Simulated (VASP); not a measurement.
# Tc3Sn (P-6m2) in VASP: further runs

The runs below take Tc3Sn through single point, with PBE.

Program: VASP 6.6.1. These are calculated values, not measurements. Logs are shortened: lines on timing, memory, paths and dates and some standing lists are left out, and cuts for length are marked.

## (1) Starting point

Symmetry: P-6m2, No. 187, hexagonal system. The conventional cell has a = 2.942 Å, b = 2.942 Å, c = 8.633 Å, α = 90.00°, β = 90.00°, γ = 120.00°. Tc (site symmetry -6m2) is surrounded by 12 Tc at 2.67 to 2.94 Å. Tc (site symmetry 3m) has 9 Tc at 2.67 to 2.94 Å and 3 Sn at 2.83 Å as nearest neighbours. Sn (site symmetry -6m2) is surrounded by 6 Tc at 2.83 Å and 6 Sn at 2.94 Å.

The cell comes from a database or a generator and needn't be the stable form of this composition.

## (2) Single point, PBE

INCAR reads:

```
PREC = Accurate
ENCUT = 520
EDIFF = 1E-6
ISMEAR = -1
SIGMA = 0.15
LREAL = False
LASPH = True
NELM = 100
ALGO = Fast
ISIF = 2
LWAVE = False
LCHARG = False
GGA = PE
NBANDS = 34
```

KPOINTS reads:

```
Automatic mesh
0
Gamma
  10 10 3
```

POSCAR reads:

```
Tc3Sn
1.0
    2.9415870000      0.0000000000      0.0000000000
   -1.4707930000      2.5474890000      0.0000000000
    0.0000000000      0.0000000000      8.6334470000
Tc Sn
3 1
Direct
    0.3333333333      0.6666666667      0.5000000000
    0.6666666667      0.3333333333      0.2617820000
    0.6666666667      0.3333333333      0.7382180000
    0.3333333333      0.6666666667      0.0000000000
```

Potentials or basis: VASP PAW PBE potentials, release 64 (Tc_pv, Sn_d).

The run is started by

```console
$ cat potpaw_PBE.64/Tc_pv/POTCAR potpaw_PBE.64/Sn_d/POTCAR > POTCAR
$ mpirun -np 1 vasp_std > vasp.out
```

OUTCAR:

```text
PREC = Accurate
   ENCUT = 520
   EDIFF = 1E-6
   ISMEAR = -1
   LREAL = False
   LASPH = True
   NELM = 100
   ISIF = 2
   GGA = PE

 ion  position               nearest neighbor table
   1  0.333  0.667  0.500-   2 2.67   3 2.67   2 2.67   3 2.67   2 2.67   3 2.67
   2  0.667  0.333  0.262-   1 2.67   1 2.67   1 2.67   4 2.83   4 2.83   4 2.83
   3  0.667  0.333  0.738-   1 2.67   1 2.67   1 2.67   4 2.83   4 2.83   4 2.83
   4  0.333  0.667  0.000-   2 2.83   3 2.83   2 2.83   3 2.83   2 2.83   3 2.83

  LATTYP: Found a hexagonal cell.
 ALAT       =     2.9415870000
 C/A-ratio  =     2.9349623180

  Lattice vectors:

 A1 = (   2.9415870000,   0.0000000000,   0.0000000000)
 A2 = (  -1.4707930000,   2.5474890000,   0.0000000000)
 A3 = (   0.0000000000,   0.0000000000,   8.6334470000)

Analysis of symmetry for initial positions (statically):
=====================================================================
 Subroutine PRICEL returns:
 Original cell was already a primitive cell.

 Routine SETGRP: Setting up the symmetry group for a
 hexagonal supercell.

 Subroutine GETGRP returns: Found 12 space group operations
 (whereof 12 operations were pure point group operations)
 out of a pool of 24 trial point group operations.

The static configuration has the point symmetry D_3h.

Analysis of symmetry for dynamics (positions and initial velocities):
=====================================================================
 Subroutine PRICEL returns:
 Original cell was already a primitive cell.

 Routine SETGRP: Setting up the symmetry group for a
 hexagonal supercell.

 Subroutine GETGRP returns: Found 12 space group operations
 (whereof 12 operations were pure point group operations)
 out of a pool of 24 trial point group operations.

The dynamic configuration has the point symmetry D_3h.

 Subroutine INISYM returns: Found 12 space group operations
 (whereof 12 operations are pure point group operations),
 and found     1 'primitive' translations

----------------------------------------------------------------------------------------

                                     Primitive cell

  volume of cell :      64.6961

  direct lattice vectors                    reciprocal lattice vectors
     2.941587000  0.000000000  0.000000000     0.339952549  0.196271635  0.000000000
    -1.470793000  2.547489000  0.000000000     0.000000000  0.392543403  0.000000000
     0.000000000  0.000000000  8.633447000     0.000000000  0.000000000  0.115828591

  length of vectors
     2.941587000  2.941586690  8.633447000     0.392543361  0.392543403  0.115828591

  position of ions in fractional coordinates (direct lattice)
     0.333333333  0.666666667  0.500000000
     0.666666667  0.333333333  0.261782000
     0.666666667  0.333333333  0.738218000
     0.333333333  0.666666667  0.000000000

  ion indices of the primitive-cell ions
   primitive index   ion index
                 1           1
                 2           2
                 3           3
                 4           4

----------------------------------------------------------------------------------------

 KPOINTS: Automatic mesh

Automatic generation of k-mesh.
 Grid dimensions read from file:
 generate k-points for:   10   10    3

 Generating k-lattice:

  Cartesian coordinates                     Fractional coordinates (reciprocal lattice)
     0.033995255  0.019627163  0.000000000     0.100000000  0.000000000  0.000000000
     0.000000000  0.039254340  0.000000000     0.000000000  0.100000000  0.000000000
     0.000000000  0.000000000  0.038609530     0.000000000  0.000000000  0.333333333

  Length of vectors
     0.039254336  0.039254340  0.038609530

  Shift w.r.t. Gamma in fractional coordinates (k-lattice)
     0.000000000  0.000000000  0.000000000

 Subroutine IBZKPT returns following result:
 ===========================================

 Found     28 irreducible k-points:

 Following reciprocal coordinates:
            Coordinates               Weight
  0.000000  0.000000  0.000000      1.000000
  0.100000 -0.000000  0.000000      6.000000
  0.200000 -0.000000  0.000000      6.000000
  0.300000  0.000000  0.000000      6.000000
  0.400000  0.000000  0.000000      6.000000
  0.500000  0.000000  0.000000      3.000000
[... 16 lines left out ...]
  0.300000  0.100000  0.333333     24.000000
  0.400000  0.100000  0.333333     24.000000
 [... further k-points ...]
   k-points           NKPTS =     28   k-points in BZ     NKDIM =     28   number of bands    NBANDS=     34
   number of dos      NEDOS =    301   number of ions     NIONS =      4
   total plane-waves  NPLWV =  36864
   dimension x,y,z NGX =    24 NGY =   24 NGZ =   64
   dimension x,y,z NGXF=    48 NGYF=   48 NGZF=  128
   ions per type =               3   1
   NGX,Y,Z   is equivalent  to a cutoff of  13.56, 13.56, 12.32 a.u.
   NGXF,Y,Z  is equivalent  to a cutoff of  27.13, 27.13, 24.65 a.u.
 SYSTEM =  unknown system
   PREC   = accura    normal or accurate (medium, high low for compatibility)
   ISTART =      0    job   : 0-new  1-cont  2-samecut
   ICHARG =      2    charge: 1-file 2-atom 10-const
   ISPIN  =      1    spin polarized calculation?
   LNONCOLLINEAR =      F non collinear calculations
   LSORBIT =      F    spin-orbit coupling
   LASPH  =      T    aspherical Exc in radial PAW
   ENCUT  =  520.0 eV  38.22 Ry    6.18 a.u.   5.47  5.47 16.05*2*pi/ulx,y,z
   NELM   =    100;   NELMIN=  2; NELMDL= -5     # of ELM steps
   EDIFF  = 0.1E-05   stopping-criterion for ELM
   LREAL  =      F    real-space projection
   EDIFFG = 0.1E-04   stopping-criterion for IOM
   NSW    =      0    number of steps for IOM
   IBRION =     -1    ionic relax: 0-MD 1-quasi-New 2-CG
   NFREE  =      0    steps in history (QN), initial steepest desc. (CG)
   ISIF   =      2    stress and relaxation
   ISYM   =      2    0-nonsym 1-usesym 2-fastsym
   POTIM  = 0.5000    time-step for ionic-motion
   TEBEG  =    0.0;   TEEND  =   0.0 temperature during run
   PSTRESS=    0.0 pullay stress
   NELECT =      53.0000    total number of electrons
   NUPDOWN=      -1.0000    fix difference up-down
   EMIN   =  10.00;   EMAX   =-10.00  energy-range for DOS
   EFERMI =   0.00;   METHOD = LEGACY
   ISMEAR =    -1;   SIGMA  =   0.15  broadening in eV -4-tet -1-fermi 0-gaus
   EFERMI_NEDOS =   21; number of points for ismear=-14 and -15
   IALGO  =     68    algorithm
   IMIX   =      4    mixing-type and parameters
     AMIX     =   0.40;   BMIX     =  1.00
     AMIX_MAG =   1.60;   BMIX_MAG =  1.00
  volume/ion in A,a.u.               =      16.17       109.15
  Fermi-wavevector in a.u.,A,eV,Ry     =   1.531819  2.894718 31.925643  2.346469
  Thomas-Fermi vector in A             =   2.639111
   LORBIT       =      0    0 simple, 1 ext, 2 COOP (PROOUT), +10 PAW based schemes
   GGA     = PE    functional components
   LHFCALC =     F    Hartree Fock is set to
   AEXX    =    0.0000 exact exchange contribution
   IVDW    =     0    specifies the selected vdW correction
   LEPSILON=     F    determine dielectric tensor
   LRPA    =     F    only Hartree local field effects (RPA)
 non-spin polarized calculation
 RMM-DIIS sequential band-by-band and
  energy-cutoff  :      520.00
  volume of cell :       64.70
 maximum number of plane-waves:      1785
 NGX is ok and might be reduce to    24
   NGX = 11   NGY = 11   NGZ = 33

 number of electron      53.0000002 magnetization

 Free energy of the ion-electron system (eV)
  ---------------------------------------------------
  ext. energy  EPLUGINS =         0.00000000
  ---------------------------------------------------
  free energy    TOTEN  =       -34.14302102 eV

  energy without entropy =      -33.89284571  energy(sigma->0) =      -34.01793337

 E-fermi :  12.1713     XC(G=0): -13.0534

 val. band max:       12.1430229287   @ k =   0.5000   0.0000   0.3333
 cond. band min:      12.2237099138   @ k =   0.4000   0.2000   0.0000
 fundamental gap:      0.0806869851
 Fermi energy:        12.1712633427

 k-point     1 :       0.0000    0.0000    0.0000
  band No.  band energies     occupation
      1     -27.1225      2.00000
      2     -26.6061      2.00000
      3     -26.5191      2.00000
      4     -26.5191      2.00000
      5     -26.3566      2.00000
      6     -26.3566      2.00000
[... 26 lines left out ...]
     33      14.1823      0.00000
     34      17.4119      0.00000

 k-point     2 :       0.1000   -0.0000    0.0000
  band No.  band energies     occupation
      1     -27.1043      2.00000
      2     -26.6716      2.00000
      3     -26.5360      2.00000
      4     -26.5008      2.00000
      5     -26.4150      2.00000
      6     -26.3676      2.00000
[... 26 lines left out ...]
     33      15.3764      0.00000
     34      17.6325      0.00000

 k-point     3 :       0.2000   -0.0000    0.0000
  band No.  band energies     occupation
      1     -27.0611      2.00000
      2     -26.8043      2.00000
      3     -26.5786      2.00000
      4     -26.5348      2.00000
      5     -26.5342      2.00000
      6     -26.3964      2.00000
[... 26 lines left out ...]
     33      17.0361      0.00000
     34      17.0449      0.00000
[... 704 lines left out ...]
 k-point    23 :       0.3000    0.1000    0.3333
  band No.  band energies     occupation
      1     -27.0303      2.00000
      2     -27.0108      2.00000
      3     -26.7511      2.00000
      4     -26.6464      2.00000
      5     -26.6314      2.00000
      6     -26.4768      2.00000
[... 26 lines left out ...]
     33      15.2164      0.00000
     34      16.8685      0.00000

 k-point    24 :       0.4000    0.1000    0.3333
  band No.  band energies     occupation
      1     -27.0871      2.00000
      2     -27.0547      2.00000
      3     -26.8046      2.00000
      4     -26.6964      2.00000
      5     -26.6048      2.00000
      6     -26.5032      2.00000
[... 26 lines left out ...]
     33      16.3878      0.00000
     34      16.8952      0.00000

 [... further k-points ...]

------------------------ aborting loop because EDIFF is reached ----------------------------------------

  FORCE on cell =-STRESS in cart. coord.  units (eV):
  Direction    XX          YY          ZZ          XY          YZ          ZX
  --------------------------------------------------------------------------------------
  -------------------------------------------------------------------------------------
  Total       -0.7678536     -0.7678535     -0.6172826     -0.0000002      0.0000000      0.0000000
  in kB      -19.0156311    -19.0156300    -15.2867918     -0.0000037      0.0000000      0.0000000
  external PRESSURE =     -17.7726843 kB  Pullay stress =       0.0000000 kB

 VOLUME and BASIS-vectors are now :
 -----------------------------------------------------------------------------
  energy-cutoff  :      520.00
  volume of cell :       64.70
      direct lattice vectors                 reciprocal lattice vectors
     2.941587000  0.000000000  0.000000000     0.339952549  0.196271635  0.000000000
    -1.470793000  2.547489000  0.000000000     0.000000000  0.392543403  0.000000000
     0.000000000  0.000000000  8.633447000     0.000000000  0.000000000  0.115828591

 POSITION                                       TOTAL-FORCE (eV/Angst)
 -----------------------------------------------------------------------------------
      0.00000      1.69833      4.31672        -0.000000      0.000000      0.000000
      1.47079      0.84916      2.26008         0.000000      0.000000      0.111435
      1.47079      0.84916      6.37337         0.000000      0.000000     -0.111435
      0.00000      1.69833      0.00000        -0.000000      0.000000      0.000000
 -----------------------------------------------------------------------------------
    total drift:                                0.000001      0.000000     -0.000000

  FREE ENERGIE OF THE ION-ELECTRON SYSTEM (eV)
  ---------------------------------------------------
  free  energy   TOTEN  =       -34.1430210217 eV

  energy  without entropy=      -33.8928457086  energy(sigma->0) =      -34.01793337
```

Run time: 50 s. Hardware: 1 thread of Intel Xeon Platinum 8488C (Sapphire Rapids), shared host; peak memory 0.21 GiB.

What came out:

```yaml
Free_energy: -34.1430 eV
Pressure: -1.8 GPa
Largest_force: 0.111 eV/Å
Band_gap_on_the_k_mesh: none (metal or under the smearing width)
```

Forces on the atoms (eV/Å):
```
Tc   0.000  0.000  0.000
Tc   0.000  0.000  0.111
Tc   0.000  0.000 -0.111
Sn   0.000  0.000  0.000
```

## (3) Single point, PBE

INCAR reads:

```
PREC     = Accurate       # precision mode
ENCUT    = 520            # plane-wave cutoff, eV
EDIFF    = 1E-7           # SCF threshold, eV
ISMEAR   = -1             # smearing method
SIGMA    = 0.15           # smearing width, eV
LREAL    = F              # projectors in reciprocal space
LASPH    = T              # aspherical terms in the spheres
NELM     = 100            # most SCF steps
ALGO     = Normal         # electronic algorithm
ISIF     = 2              # what is computed and relaxed
LWAVE    = F              # write WAVECAR
LCHARG   = T              # write CHGCAR
GGA      = PE             # functional
LELF     = T              # ELF
LVHAR    = T            
NBANDS   = 34             # bands
```

KPOINTS reads:

```
regular mesh
0
Gamma
  10 10 3
```

POSCAR is that of step 2.

Potentials or basis: VASP PAW PBE potentials, release 64 (Tc_pv, Sn_d).

The run is started by

```console
$ cat potpaw_PBE.64/Tc_pv/POTCAR potpaw_PBE.64/Sn_d/POTCAR > POTCAR
$ mpirun -np 1 vasp_std > vasp.out
```

OUTCAR:

```text
PREC = Accurate
   ENCUT = 520
   EDIFF = 1E-7
   ISMEAR = -1
   LREAL = F
   LASPH = T
   NELM = 100
   ISIF = 2
   GGA = PE

 ion  position               nearest neighbor table
   1  0.333  0.667  0.500-   2 2.67   3 2.67   2 2.67   3 2.67   2 2.67   3 2.67
   2  0.667  0.333  0.262-   1 2.67   1 2.67   1 2.67   4 2.83   4 2.83   4 2.83
   3  0.667  0.333  0.738-   1 2.67   1 2.67   1 2.67   4 2.83   4 2.83   4 2.83
   4  0.333  0.667  0.000-   2 2.83   3 2.83   2 2.83   3 2.83   2 2.83   3 2.83

  LATTYP: Found a hexagonal cell.
 ALAT       =     2.9415870000
 C/A-ratio  =     2.9349623180

  Lattice vectors:

 A1 = (   2.9415870000,   0.0000000000,   0.0000000000)
 A2 = (  -1.4707930000,   2.5474890000,   0.0000000000)
 A3 = (   0.0000000000,   0.0000000000,   8.6334470000)

Analysis of symmetry for initial positions (statically):
=====================================================================
 Subroutine PRICEL returns:
 Original cell was already a primitive cell.

 Routine SETGRP: Setting up the symmetry group for a
 hexagonal supercell.

 Subroutine GETGRP returns: Found 12 space group operations
 (whereof 12 operations were pure point group operations)
 out of a pool of 24 trial point group operations.

The static configuration has the point symmetry D_3h.

Analysis of symmetry for dynamics (positions and initial velocities):
=====================================================================
 Subroutine PRICEL returns:
 Original cell was already a primitive cell.

 Routine SETGRP: Setting up the symmetry group for a
 hexagonal supercell.

 Subroutine GETGRP returns: Found 12 space group operations
 (whereof 12 operations were pure point group operations)
 out of a pool of 24 trial point group operations.

The dynamic configuration has the point symmetry D_3h.

[... 118 lines left out ...]
   EFERMI_NEDOS =   21; number of points for ismear=-14 and -15
   IALGO  =     38    algorithm
   IMIX   =      4    mixing-type and parameters
     AMIX     =   0.40;   BMIX     =  1.00
     AMIX_MAG =   1.60;   BMIX_MAG =  1.00
  volume/ion in A,a.u.               =      16.17       109.15
  Fermi-wavevector in a.u.,A,eV,Ry     =   1.531819  2.894718 31.925643  2.346469
  Thomas-Fermi vector in A             =   2.639111
   LORBIT       =      0    0 simple, 1 ext, 2 COOP (PROOUT), +10 PAW based schemes
   GGA     = PE    functional components
   LHFCALC =     F    Hartree Fock is set to
   AEXX    =    0.0000 exact exchange contribution
   IVDW    =     0    specifies the selected vdW correction
   LEPSILON=     F    determine dielectric tensor
   LRPA    =     F    only Hartree local field effects (RPA)
 non-spin polarized calculation
  energy-cutoff  :      520.00
  volume of cell :       64.70
 maximum number of plane-waves:      1785
 NGX is ok and might be reduce to    24
   NGX = 11   NGY = 11   NGZ = 33

 number of electron      53.0000002 magnetization

 Free energy of the ion-electron system (eV)
  ---------------------------------------------------
  ext. energy  EPLUGINS =         0.00000000
  ---------------------------------------------------
  free energy    TOTEN  =       -34.14302157 eV

  energy without entropy =      -33.89284611  energy(sigma->0) =      -34.01793384

 E-fermi :  12.1713     XC(G=0): -13.0534

 val. band max:       12.1430833078   @ k =   0.5000   0.0000   0.3333
 cond. band min:      12.2237489291   @ k =   0.4000   0.2000   0.0000
 fundamental gap:      0.0806656212
 Fermi energy:        12.1713382357

 k-point     1 :       0.0000    0.0000    0.0000
  band No.  band energies     occupation
      1     -27.1224      2.00000
      2     -26.6058      2.00000
      3     -26.5190      2.00000
      4     -26.5190      2.00000
      5     -26.3564      2.00000
      6     -26.3564      2.00000
[... 877 lines left out ...]
     33      16.3738      0.00000
     34      16.8043      0.00000

 [... further k-points ...]

------------------------ aborting loop because EDIFF is reached ----------------------------------------

  FORCE on cell =-STRESS in cart. coord.  units (eV):
  Direction    XX          YY          ZZ          XY          YZ          ZX
  --------------------------------------------------------------------------------------
  -------------------------------------------------------------------------------------
  Total       -0.7724878     -0.7724878     -0.6186290     -0.0000002      0.0000000      0.0000000
  in kB      -19.1303969    -19.1303959    -15.3201355     -0.0000038      0.0000000      0.0000000
  external PRESSURE =     -17.8603094 kB  Pullay stress =       0.0000000 kB

 VOLUME and BASIS-vectors are now :
 -----------------------------------------------------------------------------
  energy-cutoff  :      520.00
  volume of cell :       64.70
      direct lattice vectors                 reciprocal lattice vectors
     2.941587000  0.000000000  0.000000000     0.339952549  0.196271635  0.000000000
    -1.470793000  2.547489000  0.000000000     0.000000000  0.392543403  0.000000000
     0.000000000  0.000000000  8.633447000     0.000000000  0.000000000  0.115828591

 POSITION                                       TOTAL-FORCE (eV/Angst)
 -----------------------------------------------------------------------------------
      0.00000      1.69833      4.31672        -0.000000      0.000000      0.000000
      1.47079      0.84916      2.26008         0.000000      0.000000      0.111312
      1.47079      0.84916      6.37337         0.000000      0.000000     -0.111312
      0.00000      1.69833      0.00000        -0.000000     -0.000000      0.000000
 -----------------------------------------------------------------------------------
    total drift:                                0.000001      0.000000     -0.000000

  FREE ENERGIE OF THE ION-ELECTRON SYSTEM (eV)
  ---------------------------------------------------
  free  energy   TOTEN  =       -34.1430215672 eV

  energy  without entropy=      -33.8928461125  energy(sigma->0) =      -34.01793384
```

stdout:

```text
POSCAR found type information on POSCAR TcSn
 POSCAR found :  2 types and       4 ions
 scaLAPACK will be used
 LDA part: xc-table for (Slater+PW92), standard interpolation
 POSCAR, INCAR and KPOINTS ok, starting setup
 FFT: planning ... GRIDC
 FFT: planning ... GRID_SOFT
 FFT: planning ... GRID
 WAVECAR not read
 entering main loop
```

Run time: 49 s. Hardware: 1 thread of Intel Xeon Platinum 8488C (Sapphire Rapids), shared host; peak memory 0.21 GiB.

What came out:

- Free energy: -34.1430 eV
- Pressure: -1.8 GPa
- Largest force: 0.111 eV/Å
- Band gap on the k mesh: none (metal or under the smearing width)

Forces on the atoms (eV/Å):
```
Tc   0.000  0.000  0.000
Tc   0.000  0.000  0.111
Tc   0.000  0.000 -0.111
Sn   0.000  0.000  0.000
```
